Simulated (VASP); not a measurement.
For cubic BeSe (zinc blende), PBE GGA, VASP's PBE PAW potentials (set 64) in VASP 6.6.1 gives ε∞ = 6.03, a static ε₀ = 7.81 and a transverse optical mode at 492 cm⁻¹.

### Question
Estimate the longitudinal optical frequency at Γ.

### Answer
By the Lyddane-Sachs-Teller relation, ω_LO = ω_TO √(ε₀/ε∞) = 492 × √(7.81/6.03) = 560 cm⁻¹.

The compound is BeSe in the zinc blende structure. It was relaxed first.
